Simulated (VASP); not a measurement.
An input for Ansatz (written as the equivalent of a VASP run, and not itself run):

Ansatz 0.2 input:
```yaml
crystal:
  lattice:
    - [3.9837730, 0.0000000, 0.0000000]
    - [0.0000000, 3.9837730, 0.0000000]
    - [0.0000000, 0.0000000, 3.9837730]
  atoms:
    - { symbol: Ba, position: [0.0000000, 0.0000000, 0.0000000] }
    - { symbol: Ti, position: [0.5000000, 0.5000000, 0.5000000] }
    - { symbol: O, position: [0.5000000, 0.0000000, 0.5000000] }
    - { symbol: O, position: [0.0000000, 0.5000000, 0.5000000] }
    - { symbol: O, position: [0.5000000, 0.5000000, 0.0000000] }
kpoints:
  mp_grid: { grid: [5, 5, 5] }
hamiltonian:
  xc: pbesol
  pseudopotentials: { kind: paw }
scf:
  occupations: { method: gaussian, width: 0.05 }
  max_iter: 100
relax:
  max_steps: 30
  f_tol: 0.001
output: { forces: true, stress: true, eigenvalues: true }
```

Question: Translate this input to VASP (INCAR, KPOINTS, POSCAR, choice of POTCAR).

Answer: This is not unique; one that fits is 
File POSCAR:
```
BaTiO3
1.0
  3.9837729849   0.0000000000   0.0000000000
  0.0000000000   3.9837729849   0.0000000000
  0.0000000000   0.0000000000   3.9837729849
Ba Ti O
1 1 3
Cart
  0.0000000000   0.0000000000   0.0000000000
  1.9918864924   1.9918864924   1.9918864924
  1.9918864924   0.0000000000   1.9918864924
  0.0000000000   1.9918864924   1.9918864924
  1.9918864924   1.9918864924   0.0000000000
```

### KPOINTS
```
Automatic
0
gamma
5 5 5
```

**INCAR**
```
SYSTEM = BaTiO3
PREC = Accurate
ENCUT = 520
EDIFF = 1E-8
NELM = 100
ALGO = Normal
LREAL = .FALSE.
LASPH = .TRUE.
ISMEAR = 0
SIGMA = 0.05
GGA = PS
LMAXMIX = 4
LWAVE = .FALSE.
LCHARG = .FALSE.
IBRION = 1
ISIF = 2
NSW = 30
EDIFFG = -0.001
```

POTCAR, in this order: Ba_sv Ti_sv O (PBE.64 set). Program: vasp_std.

The two are equivalent in intent, not identical: each code has its own PAW files, so the cut-off isn't converted (ENCUT is set for VASP's; basis.ecutwfc is left out, and Ansatz then takes the one that its files recommend); Ansatz stops its SCF on the density residual and VASP on the energy change (EDIFF).

The compound is BaTiO3 in the cubic perovskite structure, the ideal cubic form; the compound distorts at low or room temperature. It was relaxed first. The start is the result of an earlier pass.
